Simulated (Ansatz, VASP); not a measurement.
## Cross-check of KCoN between VASP and Ansatz

One calculation is typed for both programs; each brings its own data sets and cutoff. How far apart do they land?

Main program and level: Ansatz 0.2.0; plane waves, with VASP 6.6.1 beside it; single point at PBEsol and single point at PBEsol, DFT+U.

## (1) Starting point

The structure is orthorhombic, space group Pnma (No. 62). The conventional cell has a = 10.291 Å, b = 3.480 Å, c = 6.305 Å, α = 90.00°, β = 90.00°, γ = 90.00°. Nearest to Co lie 3 N at 1.78 to 1.94 Å. Nearest to K lie 4 N at 2.83 to 3.36 Å and 1 Co at 3.26 Å. N has 3 Co at 1.78 to 1.94 Å and 4 K at 2.83 to 3.36 Å nearest. Farther neighbours and most contacts between anions are not listed.

Structure file:

```cif
data_structure
_symmetry_space_group_name_H-M 'P 1'
_symmetry_Int_Tables_number 1
_cell_length_a 10.2915
_cell_length_b 3.4800
_cell_length_c 6.3046
_cell_angle_alpha 90.000
_cell_angle_beta 90.000
_cell_angle_gamma 90.000
_cell_volume 225.79
loop_
_atom_site_label
_atom_site_type_symbol
_atom_site_fract_x
_atom_site_fract_y
_atom_site_fract_z
_atom_site_occupancy
Co1 Co 0.95649 0.75000 0.10036 1
Co2 Co 0.45649 0.75000 0.39964 1
Co3 Co 0.04351 0.25000 0.89964 1
Co4 Co 0.54351 0.25000 0.60036 1
K5 K 0.83551 0.75000 0.57756 1
K6 K 0.33551 0.75000 0.92244 1
K7 K 0.16449 0.25000 0.42244 1
K8 K 0.66449 0.25000 0.07756 1
N9 N 0.56417 0.75000 0.65256 1
N10 N 0.06417 0.75000 0.84744 1
N11 N 0.43583 0.25000 0.34744 1
N12 N 0.93583 0.25000 0.15256 1
```

## (2) VASP: single point, PBEsol

A single point gives forces, pressure and levels at one fixed geometry, so differences don't come from the geometry; what else differs is listed under the comparison.

Lines of VASP's logs that name or quote its potential files are left out, and so is its time.

INCAR reads:

```
SYSTEM = KCoN
PREC = Normal
ENCUT = 480
EDIFF = 1E-06
NELM = 150
ISMEAR = 0
SIGMA = 0.05
LREAL = .FALSE.
ALGO = Normal
GGA = PS
NBANDS = 62
ISPIN = 2
MAGMOM = 2 2 2 2 0 0 0 0 0 0 0 0
LASPH = .TRUE.
LMAXMIX = 4
LORBIT = 11
LWAVE = .FALSE.
LCHARG = .FALSE.
KPAR = 2
AMIX = 0.2
BMIX = 1E-04
AMIX_MAG = 0.8
BMIX_MAG = 1E-04
NEDOS = 1200
```

POSCAR reads:

```
KCoN
1.0
   10.2914570000      0.0000000000      0.0000000000
    0.0000000000      3.4799790000      0.0000000000
    0.0000000000      0.0000000000      6.3045690000
Co K N
4 4 4
Direct
    0.9564880000      0.7500000000      0.1003620000
    0.4564880000      0.7500000000      0.3996380000
    0.0435120000      0.2500000000      0.8996380000
    0.5435120000      0.2500000000      0.6003620000
    0.8355130000      0.7500000000      0.5775570000
    0.3355130000      0.7500000000      0.9224430000
    0.1644870000      0.2500000000      0.4224430000
    0.6644870000      0.2500000000      0.0775570000
    0.5641710000      0.7500000000      0.6525570000
    0.0641710000      0.7500000000      0.8474430000
    0.4358290000      0.2500000000      0.3474430000
    0.9358290000      0.2500000000      0.1525570000
```

KPOINTS reads:

```
Automatic mesh
0
Gamma
2 5 3
0 0 0
```

Potentials, in the order of the species: Co, K_sv and N (PBE family, release 64).

On the command line:

```bash
mpirun -np 2 vasp_std
```

Numbers of over 12 decimals in the logs are rounded to 6 here.

The log of the run:

```text
[banner, memory and clock lines left out]
running    2 mpi-ranks, on    1 nodes
 distrk:  each k-point on    1 cores,    2 groups
 distr:  one band on    1 cores,    1 groups

 POSCAR found type information on POSCAR CoK N
 POSCAR found :  3 types and      12 ions
|                                                                             |
|               ----> ADVICE to this user running VASP <----                  |
|                                                                             |
|     You enforced a specific xc type in the INCAR file but a different       |
|     [... a line on the potential file left out ...]
|     I HOPE YOU KNOW WHAT YOU ARE DOING!                                     |
|                                                                             |

 LDA part: xc-table for (Slater+PW92), standard interpolation
 POSCAR, INCAR and KPOINTS ok, starting setup
 FFT: planning ... GRIDC
 FFT: planning ... GRID_SOFT
 FFT: planning ... GRID
 WAVECAR not read
 entering main loop
       N       E                     dE             d eps       ncg     rms          rms(c)
DAV:   1     0.922823797022E+03    0.92282E+03   -0.37811E+04  2976   0.141E+03
DAV:   2     0.623403050126E+02   -0.86048E+03   -0.80916E+03  3030   0.399E+02
DAV:   3    -0.736579969893E+02   -0.13600E+03   -0.13068E+03  3808   0.166E+02
DAV:   4    -0.853772617930E+02   -0.11719E+02   -0.11535E+02  4216   0.409E+01
DAV:   5    -0.858996882210E+02   -0.52243E+00   -0.52132E+00  4850   0.895E+00    0.426E+01
DAV:   6    -0.736712217607E+02    0.12228E+02   -0.61875E+01  4258   0.666E+01    0.271E+01
DAV:   7    -0.714928865910E+02    0.21783E+01   -0.14579E+01  4360   0.381E+01    0.183E+01
DAV:   8    -0.712857260585E+02    0.20716E+00   -0.22526E+00  4136   0.799E+00    0.105E+01
DAV:   9    -0.710738539436E+02    0.21187E+00   -0.59319E-01  4458   0.464E+00    0.566E+00
DAV:  10    -0.710847990378E+02   -0.10945E-01   -0.14654E-01  3952   0.217E+00    0.234E+00
DAV:  11    -0.710795471834E+02    0.52519E-02   -0.49682E-02  3826   0.217E+00    0.800E-01
DAV:  12    -0.710786166835E+02    0.93050E-03   -0.19735E-02  3746   0.105E+00    0.317E-01
DAV:  13    -0.710781464365E+02    0.47025E-03   -0.17171E-03  4680   0.238E-01    0.194E-01
DAV:  14    -0.710779522053E+02    0.19423E-03   -0.65638E-04  4216   0.164E-01    0.101E-01
DAV:  15    -0.710779627605E+02   -0.10555E-04   -0.19119E-04  4448   0.677E-02    0.591E-02
DAV:  16    -0.710779817566E+02   -0.18996E-04   -0.37965E-05  3878   0.377E-02    0.244E-02
DAV:  17    -0.710779836140E+02   -0.18574E-05   -0.74736E-06  3724   0.184E-02    0.101E-02
DAV:  18    -0.710779828388E+02    0.77513E-06   -0.19788E-06  2292   0.100E-02
   1 F= -.71077983E+02 E0= -.71072439E+02  d E =-.110877E-01  mag=     1.6003
```

Parts of OUTCAR (step 2):

```text
ion  position               nearest neighbor table
   1  0.956  0.750  0.100-  12 1.78  12 1.78  10 1.94   3 2.33   3 2.33   5 3.26   7 3.43   7 3.43

  LATTYP: Found a simple orthorhombic cell.
 ALAT       =     3.4799790000
 B/A-ratio  =     1.8116686911
 C/A-ratio  =     2.9573330759

 Subroutine GETGRP returns: Found  8 space group operations
 (whereof  2 operations were pure point group operations)

The static configuration has the point symmetry S_2 .
 The point group associated with its full space group is D_2h.

 Found     12 irreducible k-points:

   k-points           NKPTS =     12   k-points in BZ     NKDIM =     12   number of bands    NBANDS=     62

   dimension x,y,z NGX =    56 NGY =   20 NGZ =   36
   dimension x,y,z NGXF=   112 NGYF=   40 NGZF=   72

   ENCUT  =  480.0 eV  35.28 Ry    5.94 a.u.  18.38  6.22 11.26*2*pi/ulx,y,z

   NELECT =      92.0000    total number of electrons

 k-points in reciprocal lattice and weights: Automatic mesh
   0.00000000  0.00000000  0.00000000       0.033
   0.50000000  0.00000000  0.00000000       0.033
   0.00000000  0.20000000  0.00000000       0.067
   0.50000000  0.20000000  0.00000000       0.067
   0.00000000  0.40000000  0.00000000       0.067
   0.50000000  0.40000000  0.00000000       0.067
   0.00000000  0.00000000  0.33333333       0.067
   0.50000000  0.00000000  0.33333333       0.067
   0.00000000  0.20000000  0.33333333       0.133
   0.50000000  0.20000000  0.33333333       0.133
   0.00000000  0.40000000  0.33333333       0.133
   0.50000000  0.40000000  0.33333333       0.133

 average (electrostatic) potential at core
       1 -85.2667       2 -85.2667       3 -85.2667       4 -85.2667       5 -34.9134
       6 -34.9134       7 -34.9134       8 -34.9134       9 -66.3428      10 -66.3428
      11 -66.3428      12 -66.3428

 E-fermi :   3.3330

 spin component 1
 k-point     1 :       0.0000    0.0000    0.0000
  band No.  band energies     occupation
    ...
     44       1.9846      1.00000
     45       2.1472      1.00000
     46       2.2283      1.00000
     47       3.2374      0.99656
     48       3.3139      0.70467
     49       4.2852      0.00000
     50       4.5412      0.00000
     51       4.8369      0.00000
     52       4.8422      0.00000
     53       5.2552      0.00000
    ...

 k-point     2 :       0.5000    0.0000    0.0000
  band No.  band energies     occupation
    ...
     44       1.9776      1.00000
     45       2.1889      1.00000
     46       2.1889      1.00000
     47       3.2758      0.94691
     48       3.2758      0.94691
     49       4.4119      0.00000
     50       4.4119      0.00000
     51       4.8393      0.00000
     52       4.8393      0.00000
     53       5.3598      0.00000
    ...

 k-point     3 :       0.0000    0.2000    0.0000
  band No.  band energies     occupation
    ...
     43       2.2268      1.00000
     44       2.2367      1.00000
     45       2.5476      1.00000
     46       2.6434      1.00000
     47       3.2656      0.97155
     48       3.3755      0.11432
     49       3.9280      0.00000
     50       4.0918      0.00000
     51       5.0851      0.00000
     52       5.1210      0.00000
    ...

 k-point     4 :       0.5000    0.2000    0.0000
  band No.  band energies     occupation
    ...
     44       2.2364      1.00000
     45       2.5978      1.00000
     46       2.5978      1.00000
     47       3.3204      0.63929
     48       3.3204      0.63929
     49       4.0006      0.00000
     50       4.0006      0.00000
     51       5.1789      0.00000
     52       5.1789      0.00000
     53       5.3676      0.00000
    ...

 k-point     5 :       0.0000    0.4000    0.0000
  band No.  band energies     occupation
    ...
     42       2.1127      1.00000
     43       2.4787      1.00000
     44       2.5099      1.00000
     45       3.2048      0.99986
     46       3.2434      0.99433
     47       3.6400      0.00000
     48       3.7576      0.00000
     49       3.7989      0.00000
     50       3.8825      0.00000
     51       4.0445      0.00000
    ...

 k-point     6 :       0.5000    0.4000    0.0000
  band No.  band energies     occupation
    ...
     42       2.1021      1.00000
     43       2.4896      1.00000
     44       2.4896      1.00000
     45       3.2226      0.99910
     46       3.2226      0.99910
     47       3.7238      0.00000
     48       3.7238      0.00000
     49       3.8065      0.00000
     50       3.8065      0.00000
     51       4.0822      0.00000
    ...

  Total       -3.1549398     -8.2613352     -4.0026750      0.0000000      0.0000000      0.0000000
  in kB      -22.3868387    -58.6208267    -28.4022027      0.0000000      0.0000000      0.0000000
  external PRESSURE =     -36.4699560 kB  Pullay stress =       0.0000000 kB

  energy-cutoff  :      480.00
  volume of cell :      225.79
      direct lattice vectors                 reciprocal lattice vectors
    10.291457000  0.000000000  0.000000000     0.097167971  0.000000000  0.000000000
     0.000000000  3.479979000  0.000000000     0.000000000  0.287358056  0.000000000
     0.000000000  0.000000000  6.304569000     0.000000000  0.000000000  0.158615125

 POSITION                                       TOTAL-FORCE (eV/Angst)
 -----------------------------------------------------------------------------------
      9.84366      2.60998      0.63274         0.186103      0.000000     -0.246346
      4.69793      2.60998      2.51955         0.186103      0.000000      0.246346
      0.44780      0.86999      5.67183        -0.186103     -0.000000      0.246346
      5.59353      0.86999      3.78502        -0.186103      0.000000     -0.246346
      8.59865      2.60998      3.64125         0.008724      0.000000     -0.000826
      3.45292      2.60998      5.81561         0.008724      0.000000      0.000826
      1.69281      0.86999      2.66332        -0.008724     -0.000000      0.000826
      6.83854      0.86999      0.48896        -0.008724      0.000000     -0.000826
      5.80614      2.60998      4.11409        -0.219578      0.000000     -0.288932
      0.66041      2.60998      5.34276        -0.219578     -0.000000      0.288932
      4.48532      0.86999      2.19048         0.219578      0.000000      0.288932
      9.63104      0.86999      0.96181         0.219578      0.000000     -0.288932
 -----------------------------------------------------------------------------------
    total drift:                                0.000000     -0.000000      0.000000

  FREE ENERGIE OF THE ION-ELECTRON SYSTEM (eV)
  ---------------------------------------------------
  free  energy   TOTEN  =       -71.0779828388 eV

  energy  without entropy=      -71.0668951425  energy(sigma->0) =      -71.07243899

 total charge
# of ion       s       p       d       tot
------------------------------------------
    1        0.518   0.672   7.442   8.631
    2        0.518   0.672   7.442   8.631
    3        0.518   0.672   7.442   8.631
    4        0.518   0.672   7.442   8.631
    5        1.965   5.562   0.039   7.565
    6        1.965   5.562   0.039   7.565
    7        1.965   5.562   0.039   7.565
    8        1.965   5.562   0.039   7.565
    9        1.266   2.337   0.000   3.603
   10        1.266   2.337   0.000   3.603
   11        1.266   2.337   0.000   3.603
   12        1.266   2.337   0.000   3.603
--------------------------------------------------
tot         14.994  34.283  29.924  79.201

 magnetization (x)
# of ion       s       p       d       tot
------------------------------------------
    1        0.001  -0.006   0.341   0.336
    2        0.001  -0.006   0.341   0.336
    3        0.001  -0.006   0.341   0.336
    4        0.001  -0.006   0.341   0.336
    5       -0.001  -0.001  -0.000  -0.002
    6       -0.001  -0.001  -0.000  -0.002
    7       -0.001  -0.001  -0.000  -0.002
    8       -0.001  -0.001  -0.000  -0.002
    9        0.002   0.059   0.000   0.062
   10        0.002   0.059   0.000   0.062
   11        0.002   0.059   0.000   0.062
   12        0.002   0.059   0.000   0.062
--------------------------------------------------
tot          0.010   0.211   1.362   1.584

[... 6 further parts left out ...]
```

The magnetic state follows from one typed start and may not be the lowest.

(Part 1 of 3 ends here.)

[Lines on the potential files, build, host, timing and source positions are cut from VASP's logs without a mark.]

[Logs are printed without paths, hosts, clocks, repeated set-up lines and the standing remarks that a program may print on its own settings, such as how far it seeks lower states.]

[Hosts, paths, dates, database ids (printed as entryN), source tags and the programs' standing remarks are cut or masked in the printed files.]
